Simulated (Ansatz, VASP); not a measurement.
**NaLa in VASP and in Ansatz**

```xyz
2
Lattice="3.6885 0.0000 0.0000 -1.8443 3.1943 0.0000 0.0000 0.0000 6.6317" Properties=species:S:1:pos:R:3 pbc="T T T"
Na    0.0000    0.0000    0.0000
La    0.0000    2.1296    3.3158
```

The cell comes from a database or a generator and needn't be the stable form of this composition.

Alike in both runs: task single point; functional PBEsol; dispersion D3(BJ); k mesh 7 × 7 × 4; occupations methfessel-paxton of order 1, width 0.1 eV; no spin polarisation.

```csv
,VASP,Ansatz
version,VASP 6.6.1,Ansatz 0.2.0
potentials or method,"VASP PAW PBE potentials, release 64 (Na_pv, La)","plane waves, PAW"
plane-wave cutoff (eV),520,476
valence electrons in the cell,18,20
```

|  | VASP | Ansatz | Ansatz less VASP |
| --- | --- | --- | --- |
| pressure (GPa) | -3.4 | -3.4 | 0.00 |
| largest component of the traceless stress (GPa) | 0.77 | 0.79 | +0.012 |
| dispersion energy (meV/atom) | -285.0 | -285.1 | -0.11 |

With one functional, cell and mesh, what is left measures potentials, basis and numerics. The two sets of potentials don't hold the same shells in valence.

Caveats: the PAW data sets were made with another functional, which shifts forces and pressure a little (VASP); pairwise dispersion overbinds metals, which lowers pressure and volume. The runs have no spin-orbit coupling, so splittings on La are missing.
